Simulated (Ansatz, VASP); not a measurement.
# Ta: VASP beside Ansatz

Wanted: the spread between two codes on one cell, functional and k mesh. The cell is taken from a series of runs on this material, whose earlier steps may have relaxed, scaled, displaced or heated it; both programs get it as it stands.

Method: plane waves, with VASP 6.6.1 beside it; relaxation of cell and atoms at PBE with D4, in Ansatz 0.2.0.

## (1) Set-up

Symmetry: Im-3m, No. 229, cubic system. Conventional cell: a = 3.303 Å, b = 3.303 Å, c = 3.303 Å, α = 90.00°, β = 90.00°, γ = 90.00°. Ta has 8 Ta at 2.86 Å nearest.

## (2) VASP: relaxation of cell and atoms, PBE with D4

The relaxed volume is the usual yardstick between codes: in a stiff, nearly cubic crystal its relative difference is about their pressure difference at one cell divided by the bulk modulus.

Lines of VASP's logs that name or quote its potential files are left out, and so is its time.

Contents of INCAR:

```
SYSTEM = Ta
PREC = Accurate
ENCUT = 500
EDIFF = 1E-07
NELM = 120
ISMEAR = -1
SIGMA = 0.05
LREAL = .FALSE.
ALGO = Normal
GGA = PE
IVDW = 13
NBANDS = 11
LASPH = .TRUE.
LORBIT = 11
LWAVE = .FALSE.
LCHARG = .FALSE.
ISIF = 3
IBRION = 2
NSW = 80
EDIFFG = -0.005
GGA_COMPAT = .FALSE.
NELMIN = 4
```

Contents of POSCAR:

```
Ta
1.0
   -1.6512800000      1.6512800000      1.6512800000
    1.6512800000     -1.6512800000      1.6512800000
    1.6512800000      1.6512800000     -1.6512800000
Ta
1
Direct
    0.0000000000      0.0000000000      0.0000000000
```

Contents of KPOINTS:

```
Automatic mesh
0
Gamma
14 14 14
0 0 0
```

PAW data sets: Ta_pv (PBE family, release 64).

The run is started by

```
mpirun -np 1 vasp_std
```

Numbers of over 12 decimals in the logs are rounded to 6 here.

The program printed:

```text
[banner, memory and clock lines left out]
running    1 mpi-ranks, on    1 nodes
 distrk:  each k-point on    1 cores,    1 groups
 distr:  one band on    1 cores,    1 groups

 POSCAR found type information on POSCAR Ta
 POSCAR found :  1 types and       1 ions
 LDA part: xc-table for (Slater+PW92), standard interpolation
 POSCAR, INCAR and KPOINTS ok, starting setup
 FFT: planning ... GRIDC
 FFT: planning ... GRID_SOFT
 FFT: planning ... GRID
 WAVECAR not read
 entering main loop
       N       E                     dE             d eps       ncg     rms          rms(c)
DAV:   1     0.591372708964E+02    0.59137E+02   -0.61292E+03  2296   0.931E+02
DAV:   2    -0.112727556747E+02   -0.70410E+02   -0.68732E+02  2547   0.248E+02
DAV:   3    -0.122744718120E+02   -0.10017E+01   -0.98618E+00  2812   0.289E+01
DAV:   4    -0.122778733858E+02   -0.34016E-02   -0.34006E-02  2536   0.169E+00
DAV:   5    -0.122778876734E+02   -0.14288E-04   -0.14288E-04  2708   0.108E-01    0.135E+01
DAV:   6    -0.119277248241E+02    0.35016E+00   -0.31147E-01  2591   0.627E+00    0.661E+00
DAV:   7    -0.118212341510E+02    0.10649E+00   -0.26722E-01  2597   0.545E+00    0.385E-01
DAV:   8    -0.118204043125E+02    0.82984E-03   -0.70415E-03  2920   0.638E-01    0.485E-02
DAV:   9    -0.118204186063E+02   -0.14294E-04   -0.35599E-05  2598   0.547E-02    0.263E-02
DAV:  10    -0.118204125528E+02    0.60535E-05   -0.34374E-06  2594   0.232E-02    0.423E-03
DAV:  11    -0.118204124609E+02    0.91921E-07   -0.29026E-07  2528   0.600E-03
   1 F= -.12139750E+02 E0= -.12135690E+02  d E =-.121398E+02
 curvature:   0.00 expect dE= 0.000E+00 dE for cont linesearch  0.000E+00
 trial: gam= 0.00000 g(F)=  0.315E-63 g(S)=  0.254E-03 ort = 0.000E+00 (trialstep = 0.100E+01)
 search vector abs. value=  0.254E-03
 bond charge predicted
       N       E                     dE             d eps       ncg     rms          rms(c)
DAV:   1    -0.118244492682E+02   -0.40367E-02   -0.69484E-02  2408   0.332E+00    0.433E-01
DAV:   2    -0.118225596230E+02    0.18896E-02   -0.22260E-03  2408   0.526E-01    0.144E-01
DAV:   3    -0.118221329280E+02    0.42670E-03   -0.11628E-03  2516   0.370E-01    0.573E-02
DAV:   4    -0.118221366977E+02   -0.37698E-05   -0.13400E-05  2913   0.395E-02    0.599E-03
DAV:   5    -0.118221364630E+02    0.23471E-06   -0.92524E-07  2591   0.102E-02    0.291E-03
DAV:   6    -0.118221365006E+02   -0.37561E-07   -0.29105E-08  1525   0.210E-03
   2 F= -.12139588E+02 E0= -.12135532E+02  d E =0.162632E-03
 trial-energy change:    0.000163  1 .order    0.000173   -0.000254    0.000601
 step:   0.3136(harm=  0.2973)  dis= 0.00000  next Energy=   -12.139791 (dE=-0.402E-04)
 bond charge predicted
       N       E                     dE             d eps       ncg     rms          rms(c)
DAV:   1    -0.118221316647E+02    0.47984E-05   -0.32561E-02  2411   0.226E+00    0.298E-01
DAV:   2    -0.118212403689E+02    0.89130E-03   -0.10447E-03  2387   0.362E-01    0.991E-02
DAV:   3    -0.118210409856E+02    0.19938E-03   -0.54427E-04  2510   0.255E-01    0.396E-02
DAV:   4    -0.118210470689E+02   -0.60833E-05   -0.64055E-06  2898   0.275E-02    0.412E-03
DAV:   5    -0.118210474036E+02   -0.33468E-06   -0.36200E-07  2597   0.631E-03    0.191E-03
DAV:   6    -0.118210473561E+02    0.47522E-07   -0.10505E-08  1375   0.127E-03
   3 F= -.12139788E+02 E0= -.12135730E+02  d E =-.373747E-04
 curvature:  -0.15 expect dE=-0.751E-07 dE for cont linesearch -0.751E-07
 trial: gam= 0.00000 g(F)=  0.106E-62 g(S)=  0.505E-06 ort =-0.113E-04 (trialstep = 0.863E+00)
 search vector abs. value=  0.505E-06
 reached required accuracy - stopping structural energy minimisation
```

From OUTCAR (step 2):

```text
ion  position               nearest neighbor table
   1  0.000  0.000  0.000-

  LATTYP: Found a body centered cubic cell.
 ALAT       =     3.3025600000

 Subroutine GETGRP returns: Found 48 space group operations
 (whereof 48 operations were pure point group operations)

The static configuration has the point symmetry O_h .

 Found    104 irreducible k-points:

   k-points           NKPTS =    104   k-points in BZ     NKDIM =    104   number of bands    NBANDS=     11

   dimension x,y,z NGX =    24 NGY =   24 NGZ =   24
   dimension x,y,z NGXF=    48 NGYF=   48 NGZF=   48

   ENCUT  =  500.0 eV  36.75 Ry    6.06 a.u.   5.21  5.21  5.21*2*pi/ulx,y,z

   NELECT =      11.0000    total number of electrons

 k-points in reciprocal lattice and weights: Automatic mesh
   0.00000000  0.00000000  0.00000000       0.000
   0.07142857  0.00000000  0.00000000       0.004
   0.14285714  0.00000000  0.00000000       0.004
   0.21428571  0.00000000  0.00000000       0.004
   0.28571429  0.00000000  0.00000000       0.004
   0.35714286  0.00000000  0.00000000       0.004
   0.42857143  0.00000000  0.00000000       0.004
   0.50000000  0.00000000  0.00000000       0.002
   0.07142857  0.07142857  0.00000000       0.009
[...]
0.50000000  0.50000000  0.42857143       0.004
   0.50000000  0.50000000  0.50000000       0.000

 average (electrostatic) potential at core
       1 -36.4593

 E-fermi :   5.4675

 k-point     1 :       0.0000    0.0000    0.0000
  band No.  band energies     occupation
      1     -27.6091      2.00000
      2     -27.6091      2.00000
      3     -27.6091      2.00000
      4      -2.4380      2.00000
      5       6.2054      0.00000
      6       6.2054      0.00000
      7       6.2054      0.00000
      8       9.4723      0.00000
      9       9.4723      0.00000
    ...

 k-point     2 :       0.0714    0.0000    0.0000
  band No.  band energies     occupation
      1     -27.6719      2.00000
      2     -27.6285      2.00000
      3     -27.6095      2.00000
      4      -2.2109      2.00000
      5       6.0581      0.00001
      6       6.1604      0.00000
      7       6.4282      0.00000
      8       9.2394      0.00000
      9       9.4730      0.00000
    ...

 k-point     3 :       0.1429    0.0000    0.0000
  band No.  band energies     occupation
      1     -27.8448      2.00000
      2     -27.6822      2.00000
      3     -27.6104      2.00000
      4      -1.5690      2.00000
      5       5.6731      0.03225
      6       5.9519      0.00012
      7       7.0851      0.00000
      8       8.8627      0.00000
      9       9.4950      0.00000
    ...

  DFT-D4 for vdW energy calculation

  Edisp (eV):   -0.31874

  Total      -0.00187    -0.00187    -0.00187    -0.00000    -0.00000     0.00000
  in kB      -0.16590    -0.16590    -0.16590    -0.00000    -0.00000     0.00000
  external pressure =       -0.17 kB  Pullay stress =        0.00 kB

  energy-cutoff  :      500.00
  volume of cell :       18.04
      direct lattice vectors                 reciprocal lattice vectors
    -1.652327339  1.652327339  1.652327339     0.000000000  0.302603478  0.302603478
     1.652327339 -1.652327339  1.652327339     0.302603478  0.000000000  0.302603478
     1.652327339  1.652327339 -1.652327339     0.302603478  0.302603478  0.000000000

 POSITION                                       TOTAL-FORCE (eV/Angst)
 -----------------------------------------------------------------------------------
     -0.00000      0.00000      0.00000         0.000000      0.000000      0.000000
 -----------------------------------------------------------------------------------
    total drift:                                0.000000      0.000000      0.000000

  FREE ENERGIE OF THE ION-ELECTRON SYSTEM (eV)
  ---------------------------------------------------
  free  energy   TOTEN  =       -12.1397877935 eV

  energy  without entropy=      -12.1316712216  energy(sigma->0) =      -12.13572951

 reached required accuracy - stopping structural energy minimisation

 total charge
# of ion       s       p       d       tot
------------------------------------------
    1        0.371   6.170   2.390   8.931

[... 3 further parts left out ...]
```

CONTCAR:

```
Ta
   1.00000000000000
    -1.6523273388010471    1.6523273388010471    1.6523273388010471
     1.6523273388010471   -1.6523273388010471    1.6523273388010471
     1.6523273388010471    1.6523273388010471   -1.6523273388010471
  Ta
     1
Direct
     0.0000000000000000    0.0000000000000000    0.0000000000000000
```

Dispersion corrections of this kind ignore metallic screening and tend to overbind metals.

## (3) Ansatz: relaxation of cell and atoms, PBE with D4

Ansatz runs on its default PAW (the set named soft_2) files.

The same cell, functional, mesh and smearing now go to Ansatz, which takes its cutoff from its data sets.

Contents of input.yaml:

```yaml
crystal:
  lattice:
    - [-1.65128, 1.65128, 1.65128]
    - [1.65128, -1.65128, 1.65128]
    - [1.65128, 1.65128, -1.65128]
  atoms:
    - { symbol: Ta, position: [0.0, 0.0, 0.0] }
kpoints:
  mp_grid: { grid: [14, 14, 14] }
scf:
  occupations: { method: fermi_dirac, width: 0.05 }
hamiltonian:
  xc: pbe
  pseudopotentials: { kind: paw }
  dispersion: d4
relax:
  f_tol: 0.01
  max_steps: 60
  cell: { stress_tol: 0.02 }
output:
  forces: true
  stress: true
```

The run is started by

```
ansatz run input.yaml --threads 4 --pin off --max-ram 8192MiB --backend cpu --events-out ev --progress --plain --runs-dir out
```

The program printed:

```text
Engine: ansatz 0.2.0, aarch64-unknown-linux-gnu
Pseudopotentials: kind: paw
Pseudopotential: Ta, paw, valence charge 13, recommended cutoff 420 eV (normal), Ta.paw.azcp
Functional definition: PBE
  parameter kappa = 0.804
  parameter beta = 0.066725
  exchange = pbe_x(kappa = kappa, mu = beta*pi^2/3)
  correlation = pbe_c(beta = beta)
Crystal: 1 atoms, lattice volume = 18.010 Å³
Basis set: ecut = 420 eV, 369 PW (Γ), exchange–correlation on 40×40×40 points (8 copies of the dense FFT grid, shifted against one another)
Bands: 11, of which v1, the nominal top of the filled ones, is band 7 counted from 1 (6 counted from 0)
Symmetry: 48 space group operations
Space group: Im-3m (ITA 229), of the structure as read, at distance tolerance 2.6e-5 Å
k-points: 104 of 2744
Non-local potential: Ta, projectors of the file, l = 0: 3, l = 1: 2, l = 2: 2, l = 3: 1
PAW form: soft (Blöchl's): semilocal exchange-correlation on the pseudo side does not see the compensation charge
PAW one-centre angular grid: Ta, 590 points (default); XC on 64 Gauss nodes
Initial density: superposition of atomic densities (neutral atoms: chi_scale 0, normalization atom), corrected by the library's trained network
Initial wavefunctions: pseudopotential atomic-orbital guess
Functional: x = pbe(κ = 0.804, μ = 0.219515), c = pbe(β = 0.066725)
SCF iter   1: F=—  HF=-9932.578436 eV  |F-HF|=—  |Δ(HF+E_count)|=         —  Δρ=2.14e-3  dr2=2.39e-4  ethr=1.77e-3  ⟨swp⟩=5.9  Hψ=6626  notcnv=0
preconditioner: auto → none  [metal: Δε(μ)=0.055 eV  Ē_g=8.326 eV  σ=0.050 eV  W_gap=0.27  n_scr=0 (ndim 8)  ℏωp=19.6 eV  f_vac=0.000  D(μ)=0.94/eV (n_scr^D=12)]
SCF iter   2: F=—  HF=-9932.578345 eV  |F-HF|=—  |Δ(HF+E_count)|=   9.11e-5  Δρ=1.05e-3  dr2=6.25e-5  ethr=1.83e-6  ⟨swp⟩=2.3  Hψ=2567  notcnv=0
SCF iter   3: F=—  HF=-9932.578419 eV  |F-HF|=—  |Δ(HF+E_count)|=   7.39e-5  Δρ=1.65e-4  dr2=1.40e-6  ethr=4.81e-7  ⟨swp⟩=2.1  Hψ=1554  notcnv=0
SCF iter   4: F=—  HF=-9932.578418 eV  |F-HF|=—  |Δ(HF+E_count)|=   3.80e-7  Δρ=5.71e-5  dr2=1.63e-7  ethr=1.08e-8  ⟨swp⟩=2.3  Hψ=1633  notcnv=0
iter 5 did not close the SCF: its close was put off for the readings that it lacked (scf_convergence_deferred on its scf_iter line)
SCF iter   5: F=-9932.578418 eV  HF=-9932.578418 eV  |F-HF|=7.71e-9  |Δ(HF+E_count)|=   5.45e-8  Δρ=1.73e-5  dr2=1.52e-8  ethr=1.25e-9  ⟨swp⟩=1.1  Hψ=1168  notcnv=0
SCF iter   6: F=-9932.578418 eV  HF=-9932.578418 eV  |F-HF|=2.18e-11  |Δ(HF+E_count)|=   5.75e-9  Δρ=5.64e-7  dr2=3.34e-11  ethr=1.17e-10  ⟨swp⟩=2.4  Hψ=3647  notcnv=0
SCF 1 converged in 6 iterations: F = -9932.578418 eV  dr2 = 3.34e-11
  greatest PAW one-centre occupation: 0.999 electrons in one spin orbital (limit 2), on the Ta atom at site 0 (counted from 0), in its partial waves of l = 0
relax step   1: F+E_penalty+E_count = -9932.57841811 eV  Δ(F+E_penalty+E_count) = +0.000e0 eV  max|allowed force component| = 0.000e0 eV/Å  Δτ_max = 0.0000 Å  P = +0.263 GPa  Ω = 18.010 Å³  (6 SCF iters, dr2 threshold 1.00e-7 eV, accepted)
[...]
relax step   2: F+E_penalty+E_count = -9932.57822327 eV  Δ(F+E_penalty+E_count) = +1.948e-4 eV  max|allowed force component| = 0.000e0 eV/Å  Δτ_max = 0.0000 Å  P = -0.811 GPa  Ω = 18.104 Å³  energy of the carried Pulay correction = -3.326e-5 eV  (3 SCF iters, dr2 threshold 1.00e-7 eV, rejected (line search))
[...]
relax step   3: F+E_penalty+E_count = -9932.57842862 eV  Δ(F+E_penalty+E_count) = -1.051e-5 eV  max|allowed force component| = 0.000e0 eV/Å  Δτ_max = 0.0000 Å  P = -0.001 GPa  Ω = 18.033 Å³  energy of the carried Pulay correction = -8.126e-6 eV  (5 SCF iters, accepted)
[...]
relax step   4: F+E_penalty+E_count = -9932.57843871 eV  Δ(F+E_penalty+E_count) = -1.008e-5 eV  max|allowed force component| = 0.000e0 eV/Å  Δτ_max = 0.0000 Å  P = -0.001 GPa  Ω = 18.033 Å³  stress off target by 8.08e-4 GPa  SCF on the basis re-selected at this cell (its energy is not comparable with the rows above)  (3 SCF iters)
basis re-selected at this cell: Δ(F+E_penalty+E_count) = -1.008e-5 eV, ΔP = +0.001 GPa vs the last step (what re-selecting the basis moved, of the pressure what is left beyond the Pulay correction that the steps carried, after the strain that the cell walked since its last selection, with what the two solves' SCF thresholds leave and, on support functions, any second-order correction that the steps lacked; it is no measure of the basis error at this ecutwfc). This SCF's stress stands 8.08e-4 GPa from its target on what of the cell is left free (relax.cell.stress_tol is 2.00e-2 GPa) and its largest allowed force component is 0.00e0 eV/Å (relax.f_tol is 1.00e-2 eV/Å): [rest of the remark cut]
SCF converged after 3 iterations
Free energy (F): -9932.578439 eV
Harris-Foulkes:  -9932.578439 eV  (|F-HF|=7.28e-12)
Internal energy: -9932.570346 eV  (E = F + TS)
E sigma→0 (E₀):  -9932.574392 eV
Entropy (-TS):   -0.008093 eV (-8.093 meV/atom)
Fermi energy:    18.611861 eV
--- Per-component energies (eV) ---
  E_band       = -103.673052
  E_kinetic    = 366.140500
  E_local      = -548.116259  (includes V_loc(G=0)·N_el)
  E_nonlocal   = 14.876113
  E_hartree    = 190.311847
  E_xc         = -218.530897
  E_vxc        = -204.143664  (∫ρ·V_xc dr)
  E_paw        = -8396.687764  (= ΣΔE_a)
  E_vpaw       = -113.053591  (= ΣTr[D̂ρ^β])
  E_aug_tail   = 0.000164  (compensation charges beyond the density's cutoff)
  E_ewald      = -1340.244960
  E_disp       = -0.319091  (pairwise vdW)
  E_smearing   = -0.008093  (= −TS)
  E_closure    = 0.000000  (closes the sum)
  Σ components = -9932.578439   (vs F -9932.578439, Δ=0.00e0)
--- Forces (eV/Å), atoms counted from 1 ---
  atom   1  Ta     0.00000000    -0.00000000     0.00000000
  max |Σ_I F_I| component: 2.98e-32 eV/Å
--- Stress (GPa, compression-positive) ---
       -0.000808       0.000000       0.000000
       -0.000000      -0.000808      -0.000000
       -0.000000       0.000000      -0.000808
  P = ⅓ Tr σ = -0.0008 GPa (-0.008 kbar)
--- Relaxed structure (3 steps of the walk, 2 accepted, 1 SCFs on fresh bases) ---
  F+E_penalty+E_count = -9932.57843871 eV   max|allowed force component| = 0.000e0 eV/Å   (the final SCF, on the basis selected at the relaxed cell)
  cell:  # Å, volume = 18.0332 Å³
    - [-1.651978, 1.651978, 1.651978]
    - [1.651978, -1.651978, 1.651978]
    - [1.651978, 1.651978, -1.651978]
  atoms:
    - { symbol: Ta, position: [0.0, 0.0, 0.0] }
```

## (4) Comparison

Known differences besides the potentials themselves: the data sets hold 13 valence electrons in Ansatz (on its default PAW (the set named soft_2) files) and 11 in VASP; the cutoff is 420 eV in Ansatz and 500 eV in VASP; Ansatz adds a Pulay correction to the stress that steers its cell, VASP none. Total energies have different zeros and are not compared.

Both answers:

```tsv
quantity	Ansatz	VASP	difference
volume (Å³)	18.03	18.04	-0.06 %
edge a after relaxation, in the typed setting (Å)	2.861	2.862	-0.02 %
```

## (5) Results

| Item | Value |
| --- | --- |
| difference in volume (relaxation of cell and atoms, PBE with D4) | -0.063 % |

The difference in volume is -0.063 % (relaxation of cell and atoms, PBE with D4), within the 1.2 % picked in this series as the mark of a large difference, as far as the stopping tolerances let one tell. The data sets hold unlike numbers of valence electrons (13 in Ansatz and 11 in VASP), so part of the differences comes from the potentials. 1 further run of this series is not shown here. How closely two codes agree says nothing of how well the functional describes the real material.

[Lines on the potential files, build, host, timing and source positions are cut from VASP's logs without a mark.]

[Logs are printed without paths, hosts, clocks, repeated set-up lines and the standing remarks that a program may print on its own settings, such as how far it seeks lower states.]

[Hosts, paths, dates, database ids (printed as entryN), source tags and the programs' standing remarks are cut or masked in the printed files.]
